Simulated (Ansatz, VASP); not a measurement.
# ZnS (Wurtzite-2H): VASP beside Ansatz, part 2 of 2

Aim: how closely do two programs agree when they are given the same cell, functional and k mesh? Of the first pair: The structure shown is the end of the Ansatz relaxation below.

VASP 6.6.1 and Ansatz 0.2.0.

So far. Step 3 (VASP: single point, PBE): The run ends at a pressure of 1.23 GPa, with forces up to 0.0011 eV/Å.

### Step 6. VASP: relaxation of cell and atoms, PBE

Level of this step: PBE; plane waves and PAW (Zn, S) (VASP).

The same cell, functional and mesh now go to VASP, with its own data sets.

The input, INCAR:

```
SYSTEM = ZnS
PREC = Accurate
ENCUT = 500
EDIFF = 1E-07
NELM = 120
ISMEAR = 0
SIGMA = 0.01
LREAL = .FALSE.
ALGO = Normal
GGA = PE
NBANDS = 24
LORBIT = 11
LWAVE = .FALSE.
LCHARG = .FALSE.
ISIF = 3
IBRION = 2
NSW = 80
EDIFFG = -0.005
LASPH = .TRUE.
GGA_COMPAT = .FALSE.
NELMIN = 4
EFERMI = MIDGAP
KPAR = 2
```

The input, POSCAR:

```
ZnS
1.0
    3.8446970000      0.0000000000      0.0000000000
   -1.9223490000      3.3296050000      0.0000000000
    0.0000000000      0.0000000000      6.3050960000
Zn S
2 2
Direct
    0.3333334701      0.6666667668      0.0002057066
    0.6666667900      0.3333332332      0.5002057066
    0.3333334701      0.6666667668      0.3747942934
    0.6666667900      0.3333332332      0.8747942934
```

The input, KPOINTS:

```
Automatic mesh
0
Gamma
9 9 4
0 0 0
```

PAW data sets: Zn and S (PBE family, release 64).

Launch:

```
$ mpirun -np 2 vasp_std
```

Numbers of over 12 decimals in the logs are rounded to 6 here.

What it wrote:

```text
[... set-up lines as in an earlier step ...]
 entering main loop
       N       E                     dE             d eps       ncg     rms          rms(c)
DAV:   1     0.233301530246E+03    0.23330E+03   -0.17008E+04  1728   0.175E+03
DAV:   2     0.618844172801E+01   -0.22711E+03   -0.21941E+03  1880   0.360E+02
DAV:   3    -0.141354639833E+02   -0.20324E+02   -0.20224E+02  2144   0.109E+02
DAV:   4    -0.145403145396E+02   -0.40485E+00   -0.40461E+00  2064   0.160E+01
[...]
DAV:  13    -0.136932192863E+02   -0.29928E-05   -0.39010E-06  1984   0.134E-02    0.334E-03
DAV:  14    -0.136932194305E+02   -0.14416E-06   -0.30904E-07  1920   0.389E-03    0.129E-03
DAV:  15    -0.136932194741E+02   -0.43640E-07   -0.37091E-08  1424   0.150E-03
   1 F= -.13693219E+02 E0= -.13693219E+02  d E =-.136932E+02
[...]
N       E                     dE             d eps       ncg     rms          rms(c)
DAV:   1    -0.136964894757E+02   -0.32700E-02   -0.44632E-02  2040   0.368E+00    0.422E-01
[...]
DAV:   6    -0.136933053584E+02   -0.20260E-06   -0.97330E-06  2000   0.378E-02    0.412E-03
DAV:   7    -0.136933061463E+02   -0.78793E-06   -0.22292E-06  2440   0.155E-02    0.466E-03
DAV:   8    -0.136933058056E+02    0.34073E-06   -0.56274E-07  1960   0.107E-02    0.769E-04
DAV:   9    -0.136933058016E+02    0.39863E-08   -0.14605E-08   992   0.123E-03
   2 F= -.13693306E+02 E0= -.13693306E+02  d E =-.863275E-04
 trial-energy change:   -0.000086  1 .order   -0.000086   -0.000241    0.000068
 step:   0.7805(harm=  0.7805)  dis= 0.00011  next Energy=   -13.693313 (dE=-0.939E-04)
[...]
N       E                     dE             d eps       ncg     rms          rms(c)
DAV:   1    -0.136934644148E+02   -0.15861E-03   -0.21404E-03  2040   0.802E-01    0.929E-02
DAV:   2    -0.136933311202E+02    0.13329E-03   -0.51873E-04  2032   0.524E-01    0.354E-02
DAV:   3    -0.136933160320E+02    0.15088E-04   -0.20726E-05  1808   0.304E-02    0.171E-02
DAV:   4    -0.136933128236E+02    0.32084E-05   -0.23957E-06  2192   0.125E-02    0.993E-03
DAV:   5    -0.136933127367E+02    0.86931E-07   -0.59270E-07  2128   0.152E-02
   3 F= -.13693313E+02 E0= -.13693313E+02  d E =-.932626E-04
[...]
reached required accuracy - stopping structural energy minimisation
```

OUTCAR, selected parts (step 6):

```text
  Total        0.0121491      0.0121491      0.0118406     -0.0000000      0.0000000      0.0000000
  in kB        0.2406097      0.2406097      0.2344993     -0.0000000      0.0000000      0.0000000
  external PRESSURE =       0.2385729 kB  Pullay stress =       0.0000000 kB

 POSITION                                       TOTAL-FORCE (eV/Angst)
 -----------------------------------------------------------------------------------
     -0.00000      2.22149      0.00141         0.000000     -0.000000      0.000830
      1.92387      1.11075      3.15619         0.000000     -0.000000      0.000830
     -0.00000      2.22149      2.36468        -0.000000     -0.000000     -0.000830
      1.92387      1.11075      5.51946        -0.000000      0.000000     -0.000830
 -----------------------------------------------------------------------------------
    total drift:                               -0.000486      0.000183     -0.000592

  FREE ENERGIE OF THE ION-ELECTRON SYSTEM (eV)
  ---------------------------------------------------
  free  energy   TOTEN  =       -13.6933127367 eV

  energy  without entropy=      -13.6933127367  energy(sigma->0) =      -13.69331274

 reached required accuracy - stopping structural energy minimisation

[... 1 part as in an earlier step ...]

[... 2 further parts left out ...]
[key lines of the parts left out:]
E-fermi :   2.9326
```

### Step 7. Differences

What differs besides the data sets and the points named for the pairs above, as far as they apply: Ansatz adds a Pulay correction to the stress that steers its cell, VASP none. Total energies have different zeros and are not compared.

Compared:

| quantity | Ansatz | VASP | difference |
| --- | --- | --- | --- |
| volume (Å³) | 80.74 | 80.90 | -0.20 % |
| edge a after relaxation, in the typed setting (Å) | 3.845 | 3.848 | -0.06 % |
| edge c after relaxation, in the typed setting (Å) | 6.306 | 6.310 | -0.06 % |

### Step 8. VASP: zone-centre phonons, PBE

Second derivatives magnify differences that forces hide, and they need a tight electronic threshold.

The input, INCAR:

```
SYSTEM = ZnS
PREC = Accurate
ENCUT = 500
EDIFF = 1E-08
NELM = 120
ISMEAR = 0
SIGMA = 0.01
LREAL = .FALSE.
ALGO = Normal
GGA = PE
NBANDS = 24
LORBIT = 11
LWAVE = .FALSE.
LCHARG = .FALSE.
ISIF = 2
IBRION = 8
LASPH = .TRUE.
GGA_COMPAT = .FALSE.
EFERMI = MIDGAP
KPAR = 2
```

The input, POSCAR:

```
ZnS
1.0
    3.8452035411      0.0000000000      0.0000000000
   -1.9226017706      3.3300439493      0.0000000000
    0.0000000000      0.0000000000      6.3055068481
Zn S
2 2
Direct
    0.3333333333      0.6666666667      0.0002342773
    0.6666666667      0.3333333333      0.5002342773
    0.3333333333      0.6666666667      0.3747657227
    0.6666666667      0.3333333333      0.8747657227
```

KPOINTS is that of step 6.

Launch:

```
$ mpirun -np 2 vasp_std
```

What it wrote:

```text
[... set-up lines as in an earlier step ...]
 entering main loop
       N       E                     dE             d eps       ncg     rms          rms(c)
DAV:   1     0.233591608150E+03    0.23359E+03   -0.16897E+04  1728   0.174E+03
DAV:   2     0.684703607685E+01   -0.22674E+03   -0.21918E+03  1816   0.357E+02
DAV:   3    -0.141217468213E+02   -0.20969E+02   -0.20850E+02  2160   0.110E+02
DAV:   4    -0.145401336218E+02   -0.41839E+00   -0.41813E+00  2032   0.162E+01
[...]
DAV:  14    -0.136932520365E+02   -0.11867E-06   -0.27868E-07  2120   0.374E-03    0.131E-03
DAV:  15    -0.136932520786E+02   -0.42038E-07   -0.28370E-08  1760   0.122E-03    0.947E-04
DAV:  16    -0.136932520837E+02   -0.51386E-08   -0.35525E-09  1504   0.647E-04
   1 F= -.13693252E+02 E0= -.13693252E+02  d E =0.000000E+00
 Linear response reoptimize wavefunctions to high precision
DAV:   1    -0.136932520848E+02   -0.11155E-08   -0.10829E-09  1440   0.334E-04
DAV:   2    -0.136932520848E+02   -0.33197E-10   -0.18507E-10  1152   0.105E-04
 Linear response DOF=           4
 Linear response progress:
[...]
RMM:  11    -0.106328929637E+00   -0.25962E-06    0.32056E-09 13735   0.441E-05    0.773E-06
RMM:  12    -0.106328886921E+00    0.42716E-07    0.46768E-09 14426   0.222E-05    0.147E-06
RMM:  13    -0.106328891046E+00   -0.41248E-08    0.15388E-08 12203   0.135E-05    0.146E-06
 first order change of Fermi-energy  -0.80992E-01
 force on displaced ion       3 direction 1 :  -6.061   0.000   0.000
 Linear response progress:
  Degree of freedom:   4/  4
       N       E                     dE             d eps       ncg     rms          rms(c)
RMM:   1    -0.126670379082E+00   -0.12667E+00    0.58924E-02  5318   0.189E+00
RMM:   2    -0.123123809963E+00    0.35466E-02   -0.60700E-03  3141   0.654E-01    0.177E-01
RMM:   3    -0.123433734808E+00   -0.30992E-03   -0.70695E-04  3594   0.162E-01    0.853E-02
RMM:   4    -0.123694182565E+00   -0.26045E-03   -0.92970E-05  3308   0.571E-02    0.291E-02
[...]
RMM:  15    -0.123739922251E+00    0.19255E-08    0.24619E-07  2407   0.754E-06    0.202E-07
RMM:  16    -0.123739921748E+00    0.50217E-09    0.26034E-07  2351   0.746E-06    0.108E-07
RMM:  17    -0.123739922184E+00   -0.43570E-09    0.24410E-07  1964   0.731E-06    0.264E-08
 first order change of Fermi-energy  -0.68724E-01
 force on displaced ion       3 direction 3 :  -0.000   0.000  -8.651
 Linear response finished
```

Parts of OUTCAR (step 8):

```text
  Total        0.0701115      0.0701115      0.0717399     -0.0000000      0.0000000      0.0000000
  in kB        1.3912664      1.3912664      1.4235807     -0.0000000      0.0000000      0.0000000
  external PRESSURE =       1.4020379 kB  Pullay stress =       0.0000000 kB

 POSITION                                       TOTAL-FORCE (eV/Angst)
 -----------------------------------------------------------------------------------
     -0.00000      2.22003      0.00148         0.000000     -0.000000      0.000624
      1.92260      1.11001      3.15423         0.000000      0.000000      0.000624
     -0.00000      2.22003      2.36309        -0.000000      0.000000     -0.000624
      1.92260      1.11001      5.51584         0.000000      0.000000     -0.000624
 -----------------------------------------------------------------------------------
    total drift:                               -0.000000     -0.000001     -0.000551

[... 1 part as in an earlier step ...]

[... 1 further part left out ...]
```

### Step 9. Ansatz: zone-centre phonons, PBE

The same cell, functional and mesh now go to Ansatz, which takes its cutoff from its data sets.

The cell is taken from a series of runs on this material, whose earlier steps may have relaxed, scaled, displaced or heated it; both programs get it as it stands.

The input, input.yaml:

```yaml
crystal:
  lattice:
    - [3.8452035411, 0.0, 0.0]
    - [-1.9226017706, 3.3300439493, 0.0]
    - [0.0, 0.0, 6.3055068481]
  atoms:
    - { symbol: Zn, position: [0.3333333333, 0.6666666667, 0.0002342773] }
    - { symbol: Zn, position: [0.6666666667, 0.3333333333, 0.5002342773] }
    - { symbol: S, position: [0.3333333333, 0.6666666667, 0.3747657227] }
    - { symbol: S, position: [0.6666666667, 0.3333333333, 0.8747657227] }
kpoints:
  mp_grid: { grid: [9, 9, 4] }
hamiltonian:
  xc: pbe
  pseudopotentials: { kind: paw, azcp: { folder: soft_1 } }
scf:
  occupations: { method: fixed }
output:
  eigenvalues: true
phonons:
  method: fd
  supercell: [1, 1, 1]
  amplitude: 0.01
```

Launch:

```
$ ansatz run input.yaml --threads 4 --pin off --max-ram 15360MiB --backend cpu --events-out ev --progress --plain --runs-dir out
```

What it wrote:

```text
[...]
Crystal: 4 atoms, lattice volume = 80.740 Å³
Basis set: ecut = 420 eV, 1581 PW (Γ), exchange–correlation on 54×54×90 points (8 copies of the dense FFT grid, shifted against one another)
Bands: 22, of which v1, the nominal top of the filled ones, is band 18 counted from 1 (17 counted from 0)
Symmetry: 12 space group operations
k-points: 36 of 324 (time reversal used)
[...]
largest difference from the sums on the solved wave vectors: F 4.36e-1 eV, S 6.95e-4 and C_V 2.58e-4 eV/K
  zero-point energy: 0.141550 eV/cell   skipped modes (ω ≤ 0): 3   left out of the sums: 6.93e-5 of the cell's modes: C_V's classical limit lies that fraction below 3 k_B per atom; for a crystal, a wire or a layer, F and S can be off by more, and a phonons.interpolated_qmesh denser along its periods is the remedy for the sampling
[key lines of the parts left out:]
SCF converged after 10 iterations
Free energy (F): -8445.460730 eV
Fermi energy:    5.494553 eV
```

### Step 10. Differences

Both answers:

| quantity | Ansatz | VASP | difference |
| --- | --- | --- | --- |
| optical mode 1 to 2 (cm⁻¹) | 70.2 | 70.7 | -0.67 % |
| optical mode 3 (cm⁻¹) | 187.7 | 187.9 | -0.15 % |
| optical mode 4 (cm⁻¹) | 257.0 | 258.3 | -0.50 % |
| optical mode 5 to 6 (cm⁻¹) | 262.9 | 264.1 | -0.49 % |
| optical mode 7 to 8 (cm⁻¹) | 268.2 | 269.2 | -0.39 % |
| optical mode 9 (cm⁻¹) | 321.3 | 322.3 | -0.28 % |

Modes are paired by rising frequency, not by their patterns, so a pair may set unlike modes beside each other; they are those without the splitting of longitudinal modes.

### Step 11. Outcome

```yaml
difference_in_gap_on_the_k_mesh_single_point_pbe: -0.0080 eV
difference_in_volume_relaxation_of_cell_and_atoms_pbe: -0.20 %
r_m_s_difference_of_the_optical_zone_centre_modes_each_program_s_sorted_by_frequency_zone_centre_phonons_pbe: 0.97 cm⁻¹
difference_in_optical_mode_1_to_2_zone_centre_phonons_pbe: -0.7 %
```

In words: The difference in volume is -0.20 % (relaxation of cell and atoms, PBE), within the 1.2 % picked in this series as the mark of a large difference, as far as the stopping tolerances let one tell. Among the rows given in per cent, the largest difference of the zone-centre phonons, PBE pair is in optical mode 1 to 2, -0.7 %. 1 further run of this series is not shown here. How closely two codes agree says nothing of how well the functional describes the real material.

[Lines on the potential files, build, host, timing and source positions are cut from VASP's logs without a mark.]

[Logs are printed without paths, hosts, clocks, repeated set-up lines and the standing remarks that a program may print on its own settings, such as how far it seeks lower states.]

[Hosts, paths, dates, database ids (printed as entryN), source tags and the programs' standing remarks are cut or masked in the printed files.]
